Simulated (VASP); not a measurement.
Level of theory: PBE GGA, VASP's PBE PAW potentials (set 64) (plane waves; VASP).

Input for VASP

**INCAR**
```
! general
SYSTEM  = BIr
PREC    = Accurate
ENCUT   = 400
LREAL   = F   ! projection in real space or not
LASPH   = T

! electronic loop
EDIFF   = 1E-6   ! SCF stop (eV)
NELM    = 100   ! most electronic steps
ALGO    = Normal
LMAXMIX = 6   ! l cut-off of mixed one-centre charges

! smearing
ISMEAR  = 0   ! Gaussian
SIGMA   = 0.272

! functional
GGA     = PE   ! PBE

! ions
IBRION  = 2   ! conjugate gradients
NSW     = 50   ! most ionic steps
ISIF    = 3   ! ions, shape and volume
EDIFFG  = -0.01

! output
LWAVE   = F
LCHARG  = F
```

### POSCAR
```
BIr
1
    2.6921230000     0.0000000000     0.0000000000
    0.0000000000     2.6921230000     0.0000000000
    0.0000000000     0.0000000000     2.6921230000
Ir B
1 1
Direct
  0.0020090000   0.0005790000  -0.0130090000
  0.4979910000   0.4994210000   0.5130090000
```

File KPOINTS:
```
Automatic mesh
0
Gamma
6 6 6
0 0 0
```

POTCAR, in this order: Ir B (PBE.64 set). Program: vasp_std.

Output of the run:

OSZICAR:
```
...
DAV:   2    -0.158818530338E+02    0.17975E-01   -0.13621E-01  2972   0.365E+00    0.422E-01
DAV:   3    -0.158778311815E+02    0.40219E-02   -0.63406E-03  2864   0.739E-01    0.237E-01
DAV:   4    -0.158763815076E+02    0.14497E-02   -0.29966E-03  2588   0.519E-01    0.387E-02
DAV:   5    -0.158763880692E+02   -0.65616E-05   -0.11526E-04  2494   0.118E-01    0.229E-02
DAV:   6    -0.158763886507E+02   -0.58148E-06   -0.81991E-06  2642   0.356E-02
  39 F= -.15876389E+02 E0= -.15859889E+02  d E =-.330558E-01
       N       E                     dE             d eps       ncg     rms          rms(c)
DAV:   1    -0.158780129442E+02   -0.16249E-02   -0.17011E-01  2298   0.371E+00    0.302E-01
DAV:   2    -0.158771086086E+02    0.90434E-03   -0.67255E-03  3066   0.818E-01    0.949E-02
DAV:   3    -0.158769121887E+02    0.19642E-03   -0.30898E-04  2864   0.166E-01    0.544E-02
DAV:   4    -0.158768420479E+02    0.70141E-04   -0.14800E-04  2586   0.115E-01    0.830E-03
DAV:   5    -0.158768424994E+02   -0.45149E-06   -0.58650E-06  2468   0.266E-02
  40 F= -.15876842E+02 E0= -.15860377E+02  d E =-.335096E-01
       N       E                     dE             d eps       ncg     rms          rms(c)
DAV:   1    -0.158869844952E+02   -0.10142E-01   -0.21219E-01  2406   0.462E+00    0.462E-01
DAV:   2    -0.158846509082E+02    0.23336E-02   -0.17911E-02  3204   0.141E+00    0.120E-01
DAV:   3    -0.158843738589E+02    0.27705E-03   -0.79016E-04  3204   0.268E-01    0.762E-02
DAV:   4    -0.158842872647E+02    0.86594E-04   -0.25945E-04  2452   0.145E-01    0.176E-02
DAV:   5    -0.158842885417E+02   -0.12771E-05   -0.10224E-05  2496   0.306E-02    0.907E-03
DAV:   6    -0.158842891485E+02   -0.60677E-06   -0.83951E-07  1340   0.106E-02
  41 F= -.15884289E+02 E0= -.15868036E+02  d E =-.744665E-02
       N       E                     dE             d eps       ncg     rms          rms(c)
DAV:   1    -0.159064635267E+02   -0.22175E-01   -0.11438E+00  2414   0.107E+01    0.113E+00
DAV:   2    -0.158939661334E+02    0.12497E-01   -0.94410E-02  3160   0.324E+00    0.275E-01
DAV:   3    -0.158924995845E+02    0.14665E-02   -0.40422E-03  3192   0.606E-01    0.179E-01
DAV:   4    -0.158920308098E+02    0.46877E-03   -0.13614E-03  2440   0.332E-01    0.414E-02
DAV:   5    -0.158920367356E+02   -0.59259E-05   -0.54180E-05  2508   0.707E-02    0.212E-02
DAV:   6    -0.158920390435E+02   -0.23079E-05   -0.48631E-06  2552   0.244E-02    0.218E-03
DAV:   7    -0.158920390752E+02   -0.31638E-07   -0.12174E-07  1222   0.340E-03
  42 F= -.15892039E+02 E0= -.15876265E+02  d E =-.151966E-01
       N       E                     dE             d eps       ncg     rms          rms(c)
DAV:   1    -0.158958890598E+02   -0.38500E-02   -0.12536E-01  2446   0.375E+00    0.407E-01
DAV:   2    -0.158944636384E+02    0.14254E-02   -0.11703E-02  3280   0.113E+00    0.896E-02
DAV:   3    -0.158943185163E+02    0.14512E-03   -0.45115E-04  3028   0.219E-01    0.639E-02
DAV:   4    -0.158942718080E+02    0.46708E-04   -0.11547E-04  2540   0.961E-02    0.140E-02
DAV:   5    -0.158942717046E+02    0.10339E-06   -0.46194E-06  2482   0.209E-02
  43 F= -.15894272E+02 E0= -.15878733E+02  d E =-.223263E-02
       N       E                     dE             d eps       ncg     rms          rms(c)
DAV:   1    -0.158965148508E+02   -0.22430E-02   -0.12274E-01  2438   0.371E+00    0.397E-01
DAV:   2    -0.158951149620E+02    0.13999E-02   -0.11600E-02  3270   0.113E+00    0.885E-02
DAV:   3    -0.158949720603E+02    0.14290E-03   -0.45318E-04  3012   0.219E-01    0.626E-02
DAV:   4    -0.158949266780E+02    0.45382E-04   -0.11373E-04  2538   0.951E-02    0.139E-02
DAV:   5    -0.158949265906E+02    0.87335E-07   -0.45418E-06  2482   0.207E-02
  44 F= -.15894927E+02 E0= -.15879654E+02  d E =-.288752E-02
       N       E                     dE             d eps       ncg     rms          rms(c)
DAV:   1    -0.158968227217E+02   -0.18960E-02   -0.10688E-01  2264   0.262E+00    0.134E-01
DAV:   2    -0.158965942279E+02    0.22849E-03   -0.27996E-03  2752   0.583E-01    0.683E-02
DAV:   3    -0.158965082249E+02    0.86003E-04   -0.19244E-04  2686   0.128E-01    0.397E-02
DAV:   4    -0.158965003827E+02    0.78422E-05   -0.31893E-05  2734   0.499E-02    0.198E-02
DAV:   5    -0.158965001599E+02    0.22275E-06   -0.22741E-06  1942   0.156E-02
  45 F= -.15896500E+02 E0= -.15881821E+02  d E =-.157357E-02
       N       E                     dE             d eps       ncg     rms          rms(c)
DAV:   1    -0.159028399783E+02   -0.63396E-02   -0.95907E-01  2264   0.784E+00    0.401E-01
DAV:   2    -0.159007241024E+02    0.21159E-02   -0.25121E-02  2780   0.174E+00    0.193E-01
DAV:   3    -0.158998863451E+02    0.83776E-03   -0.18347E-03  2676   0.393E-01    0.104E-01
DAV:   4    -0.158998154655E+02    0.70880E-04   -0.29866E-04  2690   0.152E-01    0.520E-02
DAV:   5    -0.158998132711E+02    0.21944E-05   -0.19894E-05  2526   0.445E-02    0.152E-02
DAV:   6    -0.158998136163E+02   -0.34516E-06   -0.10366E-06  1328   0.112E-02
  46 F= -.15899814E+02 E0= -.15887304E+02  d E =-.488703E-02
       N       E                     dE             d eps       ncg     rms          rms(c)
DAV:   1    -0.159103802900E+02   -0.10567E-01   -0.38153E+00  2256   0.156E+01    0.817E-01
DAV:   2    -0.159007984212E+02    0.95819E-02   -0.99845E-02  2844   0.347E+00    0.345E-01
DAV:   3    -0.158965782067E+02    0.42202E-02   -0.88956E-03  2594   0.852E-01    0.141E-01
DAV:   4    -0.158962990165E+02    0.27919E-03   -0.13697E-03  2678   0.322E-01    0.643E-02
DAV:   5    -0.158962933813E+02    0.56352E-05   -0.73274E-05  2456   0.808E-02    0.263E-02
DAV:   6    -0.158962939662E+02   -0.58490E-06   -0.67605E-06  2912   0.244E-02
  47 F= -.15896294E+02 E0= -.15887360E+02  d E =-.136738E-02
       N       E                     dE             d eps       ncg     rms          rms(c)
DAV:   1    -0.159096069976E+02   -0.13314E-01   -0.22101E+00  2248   0.121E+01    0.604E-01
DAV:   2    -0.159031211380E+02    0.64859E-02   -0.55254E-02  2708   0.259E+00    0.260E-01
DAV:   3    -0.159005669578E+02    0.25542E-02   -0.56094E-03  2660   0.673E-01    0.110E-01
DAV:   4    -0.159004539410E+02    0.11302E-03   -0.66683E-04  2678   0.227E-01    0.602E-02
DAV:   5    -0.159004471708E+02    0.67702E-05   -0.37590E-05  2602   0.600E-02    0.198E-02
DAV:   6    -0.159004468546E+02    0.31623E-06   -0.37166E-06  2420   0.178E-02
  48 F= -.15900447E+02 E0= -.15889040E+02  d E =-.552026E-02
       N       E                     dE             d eps       ncg     rms          rms(c)
DAV:   1    -0.159032468516E+02   -0.27997E-02   -0.99055E-02  2346   0.271E+00    0.169E-01
DAV:   2    -0.159024548934E+02    0.79196E-03   -0.30040E-03  2800   0.564E-01    0.782E-02
DAV:   3    -0.159022253188E+02    0.22957E-03   -0.56328E-04  2596   0.199E-01    0.346E-02
DAV:   4    -0.159022217781E+02    0.35407E-05   -0.50605E-05  2582   0.621E-02    0.194E-02
DAV:   5    -0.159022213689E+02    0.40918E-06   -0.27320E-06  2030   0.173E-02
  49 F= -.15902221E+02 E0= -.15891719E+02  d E =-.177451E-02
       N       E                     dE             d eps       ncg     rms          rms(c)
DAV:   1    -0.159145833233E+02   -0.12362E-01   -0.88515E-01  2350   0.811E+00    0.505E-01
DAV:   2    -0.159070978409E+02    0.74855E-02   -0.27518E-02  2846   0.172E+00    0.230E-01
DAV:   3    -0.159048134039E+02    0.22844E-02   -0.54220E-03  2628   0.623E-01    0.845E-02
DAV:   4    -0.159047658472E+02    0.47557E-04   -0.52553E-04  2582   0.197E-01    0.439E-02
DAV:   5    -0.159047627994E+02    0.30478E-05   -0.28846E-05  2470   0.512E-02    0.112E-02
DAV:   6    -0.159047628604E+02   -0.61070E-07   -0.15413E-06  1550   0.116E-02
  50 F= -.15904763E+02 E0= -.15895855E+02  d E =-.431601E-02
```

OUTCAR:
```
------------------------ aborting loop because EDIFF is reached ----------------------------------------
  FORCE on cell =-STRESS in cart. coord.  units (eV):
  Direction    XX          YY          ZZ          XY          YZ          ZX
  --------------------------------------------------------------------------------------
  Total        0.0641405     -0.0015818     -0.0272311      0.0024168      0.0113592     -0.0793547
  in kB        4.7189685     -0.1163753     -2.0034599      0.1778101      0.8357233     -5.8383153
  external PRESSURE =       0.8663777 kB  Pullay stress =       0.0000000 kB
  volume of cell :       21.78
      direct lattice vectors                 reciprocal lattice vectors
     3.007584368 -0.031477550 -0.640085584     0.350669215 -0.001218268  0.085466069
     0.010365136  2.722002308 -0.003727855     0.003746568  0.367361718 -0.000461698
    -0.683715906  0.010498806  2.805451505     0.080012888  0.000210189  0.375947998
 POSITION                                       TOTAL-FORCE (eV/Angst)
 -----------------------------------------------------------------------------------
     -0.39283      2.71272      2.51588        -0.034893      0.170399      0.009173
      0.88660      1.37029      1.36666         0.034893     -0.170399     -0.009173
 -----------------------------------------------------------------------------------
    total drift:                               -0.000419     -0.000350      0.000355
  FREE ENERGIE OF THE ION-ELECTRON SYSTEM (eV)
  ---------------------------------------------------
  free  energy   TOTEN  =       -15.9047628604 eV

  energy  without entropy=      -15.8869469096  energy(sigma->0) =      -15.89585489
```
(Selected blocks of OUTCAR.)

File CONTCAR:
```
BIr
   1.00000000000000
     3.0075843684891792   -0.0314775500836790   -0.6400855843812894
     0.0103651361784148    2.7220023081083684   -0.0037278548356879
    -0.6837159061629038    0.0104988055636905    2.8054515045587030
  Ir              B
     1     1
Direct
     0.0739641063437429    0.9939171433453402    0.9149781017875886
     0.4260358936562571    0.5060828566546598    0.5850218982124114
```

File stdout:
```
...
  47 F= -.15896294E+02 E0= -.15887360E+02  d E =-.136738E-02
 curvature:   1.76 expect dE= 0.448E-01 dE for cont linesearch  0.719E-02
 ZBRENT: bracketing found
 ZBRENT: interpolating
 opt :   1.9690  next Energy=   -15.900307 (dE=-0.538E-02)
 bond charge predicted
       N       E                     dE             d eps       ncg     rms          rms(c)
DAV:   1    -0.159096069976E+02   -0.13314E-01   -0.22101E+00  2248   0.121E+01    0.604E-01
DAV:   2    -0.159031211380E+02    0.64859E-02   -0.55254E-02  2708   0.259E+00    0.260E-01
DAV:   3    -0.159005669578E+02    0.25542E-02   -0.56094E-03  2660   0.673E-01    0.110E-01
DAV:   4    -0.159004539410E+02    0.11302E-03   -0.66683E-04  2678   0.227E-01    0.602E-02
DAV:   5    -0.159004471708E+02    0.67702E-05   -0.37590E-05  2602   0.600E-02    0.198E-02
DAV:   6    -0.159004468546E+02    0.31623E-06   -0.37166E-06  2420   0.178E-02
  48 F= -.15900447E+02 E0= -.15889040E+02  d E =-.552026E-02
 curvature:  -0.12 expect dE=-0.102E-02 dE for cont linesearch -0.300E-05
 trial: gam= 1.42058 g(F)=  0.353E-02 g(S)=  0.492E-02 ort = 0.453E-03 (trialstep = 0.213E+00)
 search vector abs. value=  0.264E-01
 bond charge predicted
       N       E                     dE             d eps       ncg     rms          rms(c)
DAV:   1    -0.159032468516E+02   -0.27997E-02   -0.99055E-02  2346   0.271E+00    0.169E-01
DAV:   2    -0.159024548934E+02    0.79196E-03   -0.30040E-03  2800   0.564E-01    0.782E-02
DAV:   3    -0.159022253188E+02    0.22957E-03   -0.56328E-04  2596   0.199E-01    0.346E-02
DAV:   4    -0.159022217781E+02    0.35407E-05   -0.50605E-05  2582   0.621E-02    0.194E-02
DAV:   5    -0.159022213689E+02    0.40918E-06   -0.27320E-06  2030   0.173E-02
  49 F= -.15902221E+02 E0= -.15891719E+02  d E =-.177451E-02
 ZBRENT: can't locate minimum, use default step
 trial-energy change:   -0.001775  1 .order   -0.001775   -0.001941   -0.001609
 step:   0.8532(harm=  1.2493)  dis= 0.00655  next Energy=   -15.906130 (dE=-0.568E-02)
 bond charge predicted
       N       E                     dE             d eps       ncg     rms          rms(c)
DAV:   1    -0.159145833233E+02   -0.12362E-01   -0.88515E-01  2350   0.811E+00    0.505E-01
DAV:   2    -0.159070978409E+02    0.74855E-02   -0.27518E-02  2846   0.172E+00    0.230E-01
DAV:   3    -0.159048134039E+02    0.22844E-02   -0.54220E-03  2628   0.623E-01    0.845E-02
DAV:   4    -0.159047658472E+02    0.47557E-04   -0.52553E-04  2582   0.197E-01    0.439E-02
DAV:   5    -0.159047627994E+02    0.30478E-05   -0.28846E-05  2470   0.512E-02    0.112E-02
DAV:   6    -0.159047628604E+02   -0.61070E-07   -0.15413E-06  1550   0.116E-02
  50 F= -.15904763E+02 E0= -.15895855E+02  d E =-.431601E-02
 curvature:  -1.55 expect dE=-0.519E-02 dE for cont linesearch -0.670E-06
 trial: gam=-0.03486 g(F)=  0.293E-02 g(S)=  0.427E-03 ort =-0.107E-03 (trialstep = 0.341E+00)
 search vector abs. value=  0.339E-02
```

Convergence was not reached.

The run did not end as a converged relaxation. At this cut-off the stress carries a Pulay error, which pulls relaxed volumes low. Energy and stress use the plane-wave basis of the starting cell.

The structure was generated: BIr was put into an ordered model structure, which need not be its known phase. In the starting cell atoms are displaced from their ideal sites. This run relaxes it. The k-mesh is coarse (spacing up to 0.40 per Å, 2π included), so the numbers may not be converged in it. The run is one of a series of settings (EDIFFG = -0.01, IBRION = 2, ISIF = 3, NSW = 50 against the base run), some of them coarse on purpose.
